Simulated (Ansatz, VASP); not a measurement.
# TaTeSe (2H-TaSeTe monolayer): VASP beside Ansatz

Wanted: the spread between two codes on one cell, functional and k mesh. The structure shown is the start of the Ansatz relaxation below; VASP solves that cell, so the two are compared at the walk's first step.

Main program and level: Ansatz 0.2.0; plane waves, with VASP 6.6.1 beside it; single point at PBE.

In doubt: warnings of the run leave room for a lower electronic state, so energies may not be the lowest and differences between runs may mislead.

### Step 1. Starting point

The cell holds 3 atoms: 1 Te, 1 Ta and 1 Se. Its edges and angles: a = 3.722 Å, b = 3.722 Å, c = 31.215 Å, α = 90.0°, β = 90.0°, γ = 120.0°. Vacuum lies along c. The height across the vacuum is the one that the program set for its solve, not the one typed.

Coordinates:

```cif
data_structure
_symmetry_space_group_name_H-M 'P 1'
_symmetry_Int_Tables_number 1
_cell_length_a 3.7223
_cell_length_b 3.7223
_cell_length_c 31.2149
_cell_angle_alpha 90.000
_cell_angle_beta 90.000
_cell_angle_gamma 120.000
_cell_volume 374.55
loop_
_atom_site_label
_atom_site_type_symbol
_atom_site_fract_x
_atom_site_fract_y
_atom_site_fract_z
_atom_site_occupancy
Te1 Te 0.33333 0.66667 0.28832 1
Ta2 Ta 0.00000 0.00000 0.35213 1
Se3 Se 0.33333 0.66667 0.40710 1
```

### Step 2. Ansatz: relaxation, PBE

Ansatz runs on its default PAW (the set named soft_2) files.

The two programs are compared at the cell with which this relaxation starts, whose forces are those of its first step.

The input, input.yaml:

```yaml
crystal:
  lattice:
    - [3.72226, 0.0, 0.0]
    - [-1.86113, 3.2235717195, 0.0]
    - [0.0, 0.0, 21.7074418531]
  atoms:
    - { symbol: Te, position: [0.3333333333, 0.6666666667, 0.4146043583] }
    - { symbol: Ta, position: [0.0, 0.0, 0.5063519614], spin: 1.0 }
    - { symbol: Se, position: [0.3333333333, 0.6666666667, 0.5853956417] }
  periodic: [true, true, false]
magnetization:
  spin_polarized: true
kpoints:
  mp_grid: { grid: [9, 9, 1] }
hamiltonian:
  xc: pbe
scf:
  occupations: { method: fermi_dirac, width: 0.05 }
relax:
  f_tol: 0.01
  max_steps: 90
  cell: {}
```

Run with:

```console
ansatz run input.yaml --threads 4 --pin off --max-ram 8192MiB --backend cpu --events-out ev --progress --plain --runs-dir out
```

Numbers of over 12 decimals in the logs are rounded to 6 here.

The program printed:

```text
Warning: crystal.periodic: the lattice vector that does not repeat stood 0.000° off the slab's normal, 21.707 Å along it as the deck builds it. The run solves the slab on a vector along the normal, 31.215 Å long, with every atom where it was (on the deck's vector they left 18.00 Å outside them, and the widest stretch free of ions among them is 1.99 Å). A fractional position that the run reports is one of the run's ce [...]
crystal.periodic: the lattice vector that does not repeat stood 0.000° off the slab's normal, 21.707 Å along it as the deck builds it. The run solves the slab on a vector along the normal, 31.215 Å long, with every atom where it was (on the deck's vector they left 18.00 Å outside them, and the widest stretch free of ions among them is 1.99 Å). A fractional position that the run reports is one of the run's cell, which [...]
Engine: ansatz 0.2.0, x86_64-unknown-linux-gnu
Pseudopotentials: kind: paw
Pseudopotential: Te, paw, valence charge 16, recommended cutoff 420 eV (normal), Te.paw.azcp
Pseudopotential: Ta, paw, valence charge 13, recommended cutoff 420 eV (normal), Ta.paw.azcp
Pseudopotential: Se, paw, valence charge 16, recommended cutoff 420 eV (normal), Se.paw.azcp
Functional definition: PBE
  parameter kappa = 0.804
  parameter beta = 0.066725
  exchange = pbe_x(kappa = kappa, mu = beta*pi^2/3)
  correlation = pbe_c(beta = beta)
Crystal: 3 atoms, lattice volume = 374.547 Å³
Basis set: ecut = 420 eV, 7341 PW (Γ), exchange–correlation on 50×50×432 points (8 copies of the dense FFT grid, shifted against one another)
Bands: 28, of which v1, the nominal top of the filled ones, is band 23 counted from 1 (22 counted from 0)
Symmetry: 6 space group operations
Space group: P3m1 (ITA 156), of the structure as read, at distance tolerance 7.2e-5 Å
Magnetic group: BNS 156.49 (UNI 1279), of the structure as read, at distance tolerance 7.2e-5 Å
k-points: 12 of 81 (time reversal used)
Non-local potential: Te, projectors of the file, l = 0: 2, l = 1: 2, l = 2: 2, l = 3: 2
Non-local potential: Ta, projectors of the file, l = 0: 3, l = 1: 2, l = 2: 2, l = 3: 1
Non-local potential: Se, projectors of the file, l = 0: 2, l = 1: 2, l = 2: 3, l = 3: 1
PAW form: soft (Blöchl's): semilocal exchange-correlation on the pseudo side does not see the compensation charge
PAW one-centre angular grid: Te, 590 points (default); XC on 64 Gauss nodes
PAW one-centre angular grid: Ta, 590 points (default); XC on 64 Gauss nodes
PAW one-centre angular grid: Se, 590 points (default); XC on 64 Gauss nodes
Initial density: superposition of atomic densities (neutral atoms: chi_scale 0, normalization atom)
Starting moments: Σ|m| = 1 μB on 1 of 3 sites
Initial wavefunctions: pseudopotential atomic-orbital guess
Functional: x = pbe(κ = 0.804, μ = 0.219515), c = pbe(β = 0.066725)
[...]
SCF iter   3: F=—  HF=-22382.970463 eV  |F-HF|=—  |Δ(HF+E_count)|=   5.63e-7  Δρ=4.54e-6 (↑4.10e-6 ↓4.54e-6)  dr2=1.60e-7  dr2_m=3.21e-8  M=-0.001 μB ∫|m|=0.001 μB  β_m=0.72  ethr=1.33e-9  ⟨swp⟩=2.9  Hψ=1031  notcnv=0
SCF iter   4: F=—  HF=-22382.970464 eV  |F-HF|=—  |Δ(HF+E_count)|=   3.12e-7  Δρ=1.16e-6 (↑1.13e-6 ↓1.16e-6)  dr2=8.81e-9  dr2_m=1.93e-9  M=-0.001 μB ∫|m|=0.001 μB  β_m=0.73  ethr=3.56e-10  ⟨swp⟩=3.0  Hψ=1143  notcnv=0
SCF iter   5: F=—  HF=-22382.970464 eV  |F-HF|=—  |Δ(HF+E_count)|=   6.33e-8  Δρ=1.03e-6 (↑1.03e-6 ↓9.26e-7)  dr2=1.89e-9  dr2_m=2.82e-9  M=-0.001 μB ∫|m|=0.001 μB  β_m=0.87  ethr=1.96e-11  ⟨swp⟩=3.1  Hψ=1402  notcnv=0
SCF iter   6: F=—  HF=-22382.970464 eV  |F-HF|=—  |Δ(HF+E_count)|=   1.46e-8  Δρ=1.18e-6 (↑1.18e-6 ↓1.12e-6)  dr2=3.27e-10  dr2_m=4.22e-9  M=-0.002 μB ∫|m|=0.002 μB  β_m=0.93  ethr=4.19e-12  ⟨swp⟩=3.4  Hψ=1519  notcnv=0
SCF iter   7: F=—  HF=-22382.970464 eV  |F-HF|=—  |Δ(HF+E_count)|=   5.79e-9  Δρ=1.27e-6 (↑1.27e-6 ↓1.21e-6)  dr2=1.05e-10  dr2_m=4.91e-9  M=-0.002 μB ∫|m|=0.002 μB  β_m=0.97  ethr=1.00e-12  ⟨swp⟩=3.4  Hψ=1445  notcnv=0
SCF iter   8: F=—  HF=-22382.970464 eV  |F-HF|=—  |Δ(HF+E_count)|=   4.79e-9  Δρ=1.20e-6 (↑1.20e-6 ↓1.12e-6)  dr2=1.89e-10  dr2_m=4.29e-9  M=-0.002 μB ∫|m|=0.002 μB  β_m=0.98  ethr=1.00e-12  ⟨swp⟩=3.0  Hψ=1306  notcnv=0
SCF iter   9: F=—  HF=-22382.970464 eV  |F-HF|=—  |Δ(HF+E_count)|=   1.47e-8  Δρ=8.21e-7 (↑8.21e-7 ↓8.06e-7)  dr2=9.39e-11  dr2_m=2.11e-9  M=-0.001 μB ∫|m|=0.001 μB  β_m=0.99  ethr=1.00e-12  ⟨swp⟩=4.1  Hψ=1555  notcnv=0
SCF iter  10: F=—  HF=-22382.970464 eV  |F-HF|=—  |Δ(HF+E_count)|=   1.36e-8  Δρ=2.11e-7 (↑2.11e-7 ↓1.86e-7)  dr2=3.46e-11  dr2_m=1.23e-10  M=-0.000 μB ∫|m|=0.000 μB  β_m=1.00  ethr=1.00e-12  ⟨swp⟩=4.8  Hψ=1821  notcnv=0
SCF iter  11: F=—  HF=-22382.970464 eV  |F-HF|=—  |Δ(HF+E_count)|=   1.32e-9  Δρ=2.33e-8 (↑2.24e-8 ↓2.33e-8)  dr2=1.74e-12  dr2_m=1.43e-12  M=-0.000 μB ∫|m|=0.000 μB  β_m=0.97  ethr=1.00e-12  ⟨swp⟩=3.7  Hψ=1504  notcnv=0
SCF iter  12: F=-22382.970464 eV  HF=-22382.970464 eV  |F-HF|=7.28e-11  |Δ(HF+E_count)|=  1.09e-11  Δρ=3.45e-9 (↑3.32e-9 ↓3.45e-9)  dr2=3.24e-13  dr2_m=7.90e-15  M=-0.000 μB ∫|m|=0.000 μB  ethr=1.00e-12  ⟨swp⟩=8.1  Hψ=4050  notcnv=0
[...]
Basis set: ecut = 420 eV, 6687 PW (Γ), exchange–correlation on 48×48×432 points (8 copies of the dense FFT grid, shifted against one another)
Initial wavefunctions: pseudopotential atomic-orbital guess (no wavefunctions were taken with the density)
iter 1 solved again at ethr=8.05e-7 eV; its pass at ethr=3.10e-3 eV (dr2=3.62e-4 eV) is discarded
SCF iter   1: F=—  HF=-22382.969562 eV  |F-HF|=—  |Δ(HF+E_count)|=         —  Δρ=1.69e-5 (↑1.69e-5 ↓1.69e-5)  dr2=5.06e-7  dr2_m=9.11e-15  M=-0.000 μB ∫|m|=0.000 μB  β_m=0.65  ethr=8.05e-7  ⟨swp⟩=6.3  Hψ=7212  notcnv=0
eigensolver tolerance schedule: the retry pair's looser diagonalisation over-reported the residual by 715.23 of it (diagonalisation noise at 0.23 of the residual, at the tolerance the schedule requests for it); recorded, not acted on — ethr = c·dr2/N_el stays at c = 1.0e-1
spin=Collinear: LDOS preconditioning applied to the charge; magnetization (m = ρ↑ − ρ↓) channel mixes plain (no charge-response kernel on spin).
SCF iter   2: F=—  HF=-22382.969648 eV  |F-HF|=—  |Δ(HF+E_count)|=   8.54e-5  Δρ=6.02e-6 (↑6.02e-6 ↓6.02e-6)  dr2=1.26e-7  dr2_m=8.57e-15  M=-0.000 μB ∫|m|=0.000 μB  β_m=0.51  ethr=1.12e-9  ⟨swp⟩=4.7  Hψ=1894  notcnv=0
SCF iter   3: F=—  HF=-22382.969648 eV  |F-HF|=—  |Δ(HF+E_count)|=   1.03e-7  Δρ=2.73e-6 (↑2.73e-6 ↓2.73e-6)  dr2=1.51e-8  dr2_m=2.39e-14  M=-0.000 μB ∫|m|=0.000 μB  β_m=0.62  ethr=2.80e-10  ⟨swp⟩=2.5  Hψ=1236  notcnv=0
SCF iter   4: F=—  HF=-22382.969648 eV  |F-HF|=—  |Δ(HF+E_count)|=   4.08e-8  Δρ=3.07e-7 (↑3.06e-7 ↓3.07e-7)  dr2=6.83e-10  dr2_m=1.77e-14  M=-0.000 μB ∫|m|=0.000 μB  β_m=0.64  ethr=3.35e-11  ⟨swp⟩=3.1  Hψ=1375  notcnv=0
SCF iter   5: F=—  HF=-22382.969648 eV  |F-HF|=—  |Δ(HF+E_count)|=   2.95e-9  Δρ=8.66e-8 (↑8.60e-8 ↓8.66e-8)  dr2=7.07e-11  dr2_m=2.45e-14  M=-0.000 μB ∫|m|=0.000 μB  β_m=0.68  ethr=1.52e-12  ⟨swp⟩=3.3  Hψ=1451  notcnv=0
SCF iter   6: F=—  HF=-22382.969648 eV  |F-HF|=—  |Δ(HF+E_count)|=   1.38e-9  Δρ=2.28e-8 (↑2.26e-8 ↓2.28e-8)  dr2=1.02e-11  dr2_m=2.79e-14  M=-0.000 μB ∫|m|=0.000 μB  β_m=0.64  ethr=1.00e-12  ⟨swp⟩=2.2  Hψ=853  notcnv=0
SCF iter   7: F=-22382.969648 eV  HF=-22382.969648 eV  |F-HF|=1.46e-10  |Δ(HF+E_count)|=  3.27e-10  Δρ=7.46e-9 (↑7.46e-9 ↓7.42e-9)  dr2=2.43e-12  dr2_m=1.12e-14  M=-0.000 μB ∫|m|=0.000 μB  ethr=1.00e-12  ⟨swp⟩=8.7  Hψ=4244  notcnv=0
the starting moments were not kept: the SCF closed with an absolute magnetisation of 4.0e-6 μB, where they sum to 1 μB in size (1 site). That is at most 0.1 of that sum. Measured as dr2_m measures the in/out step, that magnetisation stands 1.8e-12 eV from none, at or under the dr2_threshold of 1.6e-11 eV: it is no larger than a step whose dr2_m would equal this threshold.
SCF 6 converged in 7 iterations: F = -22382.969648 eV  dr2 = 2.43e-12
relax step   6: F+E_penalty+E_count = -22382.96964802 eV  Δ(F+E_penalty+E_count) = +8.156e-4 eV  max|allowed force component| = 4.142e-3 eV/Å  Δτ_max = 0.0000 Å  P = -0.001 N/m  Ω = 348.445 Å³  fix = [c, alpha, beta]  reactions: c -0.000 N/m  stress off target by 6.82e-4 N/m on what of the cell is left free  SCF on the basis re-selected at this cell (its energy is not comparable with the rows above)  (7 SCF iters)
basis re-selected at this cell: Δ(F+E_penalty+E_count) = +8.156e-4 eV, ΔP = -0.005 N/m vs the last step (what re-selecting the basis moved, of the pressure what is left beyond the Pulay correction that the steps carried, after the strain that the cell walked since its last selection, with what the two solves' SCF thresholds leave and, on support functions, any second-order correction that the steps lacked; it is no measure of the basis error at this ecutwfc). The dense FFT grid was sized anew with the basis: this SCF ran on 24×24×216 points, the steps before it on 25×25×216, so part of this shift can come from that change (see relax.cell in the input reference). [rest of the remark cut]
SCF converged after 7 iterations
Magnetization: -0.0000 μB (22.5000 up, 22.5000 down)
Absolute magnetization: 0.0000 μB (∫|ρ↑−ρ↓|, with the PAW one-centre terms)
Spin contamination: 0.0000 ħ² per cell (⟨S²⟩ above its minimum at these occupations)
Per-site moments (μB) at R_I (Å): [(-1.3065743052786027e-7, 1.161927), (-1.8033394281227872e-6, 1.076574), (-2.390866626001202e-7, 1.076574)]
Free energy (F): -22382.969648 eV
Harris-Foulkes:  -22382.969648 eV  (|F-HF|=1.46e-10)
Internal energy: -22382.940290 eV  (E = F + TS)
E sigma→0 (E₀):  -22382.954969 eV
Entropy (-TS):   -0.029358 eV (-9.786 meV/atom)
Fermi energy:    -5.022915 eV
--- Per-component energies (eV) ---
  E_band       = -1488.722533
  E_kinetic    = 664.673348
  E_local      = -102920.630449  (includes V_loc(G=0)·N_el)
  E_nonlocal   = -891.763749
  E_hartree    = 51169.777436
  E_xc         = -446.850438
  E_vxc        = -406.210373  (∫ρ·V_xc dr)
  E_paw        = -14970.403826  (= ΣΔE_a)
  E_vpaw       = -274.345512  (= ΣTr[D̂ρ^β])
  E_aug_tail   = -0.000634  (compensation charges beyond the density's cutoff)
  E_ewald      = 45012.258023
  E_smearing   = -0.029358  (= −TS)
  E_closure    = 0.000000  (closes the sum)
  Σ components = -22382.969648   (vs F -22382.969648, Δ=0.00e0)
--- Forces (eV/Å), atoms counted from 1 ---
  atom   1  Te     0.00000000     0.00000000     0.00048425
  atom   2  Ta     0.00000000     0.00000000    -0.00414177
  atom   3  Se     0.00000000     0.00000000     0.00365788
  max |Σ_I F_I| component: 3.54e-7 eV/Å
--- 2D stress c σ (N/m, compression-positive) ---
       -0.000682       0.000000      -0.000000
        0.000000      -0.000682      -0.000000
       -0.000000      -0.000000      -0.000000
  P = ½ c Tr σ = -0.0007 N/m
--- Relaxed structure (5 steps of the walk, 5 accepted, 1 SCFs on fresh bases) ---
  F+E_penalty+E_count = -22382.96964802 eV   max|allowed force component| = 4.142e-3 eV/Å   (the final SCF, on the basis selected at the relaxed cell)
  cell:  # Å, volume = 348.4451 Å³
    - [3.590220, -4.886471093739014e-18, 0]
    - [-1.795110, 3.109222, 0]
    - [0, 0, 31.214884]
  atoms:
    - { symbol: Te, position: [0.333333, 0.666667, 0.291513] }
    - { symbol: Ta, position: [-1.1881643451060044e-17, -2.4671622769088904e-17, 0.352615] }
    - { symbol: Se, position: [0.333333, 0.666667, 0.403419] }
```

(Continued in part 2 of 2.)

[Lines on the potential files, build, host, timing and source positions are cut from VASP's logs without a mark.]

[Logs are printed without paths, hosts, clocks, repeated set-up lines and the standing remarks that a program may print on its own settings, such as how far it seeks lower states.]

[Hosts, paths, dates, database ids (printed as entryN), source tags and the programs' standing remarks are cut or masked in the printed files.]
